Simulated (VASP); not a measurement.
Calculation: PBEsol GGA, VASP's PBE PAW potentials (set 64) (plane waves; VASP).

A VASP calculation is set up with these files.

### INCAR
```
GGA = PS   # PBEsol
ALGO = Normal   # blocked Davidson
LREAL = .FALSE.
SYSTEM = WTe
ENCUT = 400
LORBIT = 11   # lm-projected
PREC = Accurate
NEDOS = 601
LCHARG = .TRUE.
EDIFF = 1E-7   # SCF stop (eV)
NELM = 100   # most electronic steps
LWAVE = .FALSE.
ISMEAR = -5
LMAXMIX = 6   # l cut-off of mixed one-centre charges
ISIF = 2   # forces and stress, cell fixed
LASPH = .TRUE.   # aspherical one-centre terms
```

**KPOINTS**
```
Automatic mesh
0
Gamma
12 12 12
0 0 0
```

### POSCAR
```
WTe
1
    3.3019846257     0.0000000000     0.0000000000
    0.0000000000     3.3019846257    -0.0000000000
    0.0000000000     0.0000000000     3.3019846257
W Te
1 1
Direct
  0.0000000000   0.0000000000   0.0000000000
  0.5000000000   0.5000000000   0.5000000000
```

POTCAR, in this order: W_sv Te (PBE.64 set). Program: vasp_std.

For a metal the tetrahedron method with Blöchl corrections gives inexact stress and forces. Unless said otherwise, spin-orbit coupling is left out, though it shifts the bands of the heavy elements here.

Problem. Predict the energy per atom (σ→0), band gap (on the k-mesh).

Solution. 
* **energy per atom (σ→0)**: -7.990 eV/atom
* **band gap (on the k-mesh)**: none (metal, semimetal or under 0.01 eV)

### OSZICAR
```
...
DAV:   7    -0.159900539102E+02    0.60113E-01   -0.78499E-02  2636   0.196E+00    0.302E+00
DAV:   8    -0.159806449327E+02    0.94090E-02   -0.24260E-02  2706   0.110E+00    0.516E-01
DAV:   9    -0.159804282249E+02    0.21671E-03   -0.35109E-04  2604   0.181E-01    0.370E-01
DAV:  10    -0.159802940378E+02    0.13419E-03   -0.27680E-04  2400   0.196E-01    0.350E-02
DAV:  11    -0.159802836513E+02    0.10386E-04   -0.67613E-06  2748   0.261E-02    0.827E-03
DAV:  12    -0.159802859883E+02   -0.23370E-05   -0.56461E-07  2520   0.762E-03    0.199E-03
DAV:  13    -0.159802860714E+02   -0.83163E-07   -0.16837E-08  1296   0.109E-03
   1 F= -.15980286E+02 E0= -.15980286E+02  d E =0.000000E+00
```

The structure was generated: WTe was put into the CsCl type type (Pm-3m), which need not be its known phase. It was relaxed first, which changed the volume by -39 %.
